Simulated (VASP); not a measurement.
OSZICAR of a VASP run on ScAl3 (space group I4/mmm):

OSZICAR:
```
       N       E                     dE             d eps       ncg     rms          rms(c)
DAV:   1     0.965540617950E+02    0.96554E+02   -0.72957E+03  2952   0.106E+03
DAV:   2    -0.151594324420E+02   -0.11171E+03   -0.11002E+03  3094   0.342E+02
DAV:   3    -0.218252794218E+02   -0.66658E+01   -0.62652E+01  4518   0.652E+01
DAV:   4    -0.219412881594E+02   -0.11601E+00   -0.11578E+00  4006   0.903E+00
DAV:   5    -0.219438597498E+02   -0.25716E-02   -0.25711E-02  4142   0.129E+00    0.870E+00
DAV:   6    -0.209476099070E+02    0.99625E+00   -0.51277E+00  4854   0.275E+01    0.300E+00
DAV:   7    -0.208956759058E+02    0.51934E-01   -0.10434E-01  3944   0.315E+00    0.176E+00
DAV:   8    -0.208685542064E+02    0.27122E-01   -0.31651E-02  4600   0.144E+00    0.214E-01
DAV:   9    -0.208682552355E+02    0.29897E-03   -0.20187E-03  3638   0.333E-01    0.113E-01
DAV:  10    -0.208681897183E+02    0.65517E-04   -0.15563E-04  4302   0.111E-01    0.673E-02
DAV:  11    -0.208681875460E+02    0.21723E-05   -0.14493E-05  3698   0.246E-02    0.140E-02
DAV:  12    -0.208681864816E+02    0.10645E-05   -0.16998E-06  3030   0.129E-02    0.364E-03
DAV:  13    -0.208681864177E+02    0.63912E-07   -0.35251E-07  2310   0.806E-03
   1 F= -.20868186E+02 E0= -.20868462E+02  d E =-.208682E+02
       N       E                     dE             d eps       ncg     rms          rms(c)
DAV:   1    -0.208688077217E+02   -0.62124E-03   -0.29053E-02  3774   0.311E+00    0.115E-01
DAV:   2    -0.208685483905E+02    0.25933E-03   -0.72152E-04  4584   0.326E-01    0.630E-02
DAV:   3    -0.208684588938E+02    0.89497E-04   -0.14042E-04  4818   0.153E-01    0.160E-02
DAV:   4    -0.208684534329E+02    0.54609E-05   -0.12632E-05  4694   0.441E-02    0.454E-03
DAV:   5    -0.208684529717E+02    0.46124E-06   -0.80815E-07  2210   0.700E-03
   2 F= -.20868453E+02 E0= -.20868712E+02  d E =-.266554E-03
```

Question: Which electronic solver shows in the log?

Answer: It is blocked Davidson (ALGO = Normal, or the opening steps of other solvers). The INCAR had ALGO = Normal.

Question: Can the final energy be trusted as converged?

Answer: The run converged. It stopped with EDIFF = 1E-6, NELM = 100, NSW = 60 and EDIFFG = -0.02 after 2 ionic steps (LDA (Ceperley-Alder, Perdew-Zunger), plane waves, VASP's LDA PAW potentials (set 64)).

The structure comes from a computed database's ScAl3 entry (I4/mmm); how it stands against other phases isn't given here. This run relaxes it. Symmetry was kept, so distortions that lower it aren't found. The start is the result of an earlier pass.
